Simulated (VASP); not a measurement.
A VASP calculation is set up with these files.

INCAR:
```
SYSTEM = ZrS
PREC = Accurate; ENCUT = 300; LREAL = .FALSE.
LASPH = .TRUE.
EDIFF = 1E-6; NELM = 100; ALGO = Normal
LMAXMIX = 4
ISMEAR = 0; SIGMA = 0.1
GGA = PS; GGA_COMPAT = .FALSE.
MAGMOM = 6*0.0; LSORBIT = .TRUE.; LNONCOLLINEAR = .TRUE.
ISIF = 2
LWAVE = .FALSE.; LCHARG = .FALSE.; LORBIT = 11
```

### POSCAR
```
ZrS
1.0
  0.0000000000   2.6804840000   2.6804840000
  2.6804840000   0.0000000000   2.6804840000
  2.6804840000   2.6804840000   0.0000000000
S Zr
1 1
Cartesian
  0.0000000000   0.0000000000   0.0000000000
  2.6804840000   2.6804840000   2.6804840000
```

File KPOINTS:
```
Automatic
0
Gamma
9 9 9
```

POTCAR, in this order: S Zr_sv (PBE.64 set). Program: vasp_ncl.

Q: Write an equivalent input for Ansatz.

A: One equivalent input (not run):
Ansatz 0.2 input:
```yaml
crystal:
  lattice:
    - [0.0000000, 2.6804840, 2.6804840]
    - [2.6804840, 0.0000000, 2.6804840]
    - [2.6804840, 2.6804840, 0.0000000]
  atoms:
    - { symbol: S, position: [0.0000000, 0.0000000, 0.0000000] }
    - { symbol: Zr, position: [0.5000000, 0.5000000, 0.5000000] }
kpoints:
  mp_grid: { grid: [9, 9, 9] }
hamiltonian:
  xc: pbesol
  pseudopotentials: { kind: paw }
magnetization: { noncollinear: true, spin_orbit: true }
scf:
  occupations: { method: gaussian, width: 0.1 }
  max_iter: 100
output: { forces: true, stress: true, eigenvalues: true }
```
What does not carry over: each code has its own PAW files, so the cut-off isn't converted (ENCUT is set for VASP's; basis.ecutwfc is left out, and Ansatz then takes the one that its files recommend); Ansatz stops its SCF on the density residual and VASP on the energy change (EDIFF).

The structure was generated: ZrS was put into an ordered model structure, which need not be its known phase. The cell was not relaxed at this level. The run is one of a series of settings (GGA_COMPAT = .FALSE., LNONCOLLINEAR = .TRUE., LSORBIT = .TRUE., MAGMOM = 0.0 0.0 0.0 0.0 0.0 0.0, program vasp_ncl against the base run), some of them coarse on purpose.
